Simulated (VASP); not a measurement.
Calculation: PW91 GGA, VASP's PBE PAW potentials (set 64) (plane waves; VASP).

VASP input:

### KPOINTS
```
Automatic mesh
0
Gamma
8 8 8
0 0 0
```

POSCAR:
```
MgS
1
    0.0000000000     2.6568070000     2.5703360000
    2.5496310000     0.0000000000     2.5703360000
    2.5496310000     2.6568070000     0.0000000000
Mg S
1 1
Direct
  0.0000000000   0.0000000000   0.0000000000
  0.4942240000   0.5057760000   0.5057760000
```

**INCAR**
```
SYSTEM = MgS
PREC = Accurate; ENCUT = 400; LREAL = .FALSE.
LASPH = .TRUE.
EDIFF = 1E-6; NELM = 100; ALGO = Normal
ISMEAR = 0; SIGMA = 0.05
GGA = 91
ISIF = 2
LWAVE = .FALSE.; LCHARG = .FALSE.
```

POTCAR, in this order: Mg S (PBE.64 set). Program: vasp_std.

Estimate the energy per atom (σ→0), pressure, largest force.

```
Item                           Result
---------------------  --------------
energy per atom (σ→0)  -4.274 eV/atom
pressure                     2.06 GPa
largest force              0.119 eV/Å
```

File OSZICAR:
```
...
DAV:   6    -0.858901396607E+01    0.38030E+00   -0.99553E-01  1552   0.496E+00    0.349E+00
DAV:   7    -0.854829697640E+01    0.40717E-01   -0.24021E-01  1896   0.260E+00    0.242E+00
DAV:   8    -0.854828949626E+01    0.74801E-05   -0.11690E-02  1704   0.927E-01    0.989E-01
DAV:   9    -0.854812145313E+01    0.16804E-03   -0.60749E-04  1888   0.199E-01    0.271E-01
DAV:  10    -0.854814617451E+01   -0.24721E-04   -0.10539E-04  2240   0.657E-02    0.172E-02
DAV:  11    -0.854814554026E+01    0.63425E-06   -0.11175E-05  1824   0.179E-02    0.715E-03
DAV:  12    -0.854814557565E+01   -0.35386E-07   -0.23669E-07  1016   0.421E-03
   1 F= -.85481456E+01 E0= -.85481456E+01  d E =-.524228E-17
```

The compound is MgS in the rock salt structure. The cell was not relaxed at this level, atoms are displaced from their ideal sites. The run is one of a series of settings (GGA = 91 against the base run), some of them coarse on purpose.
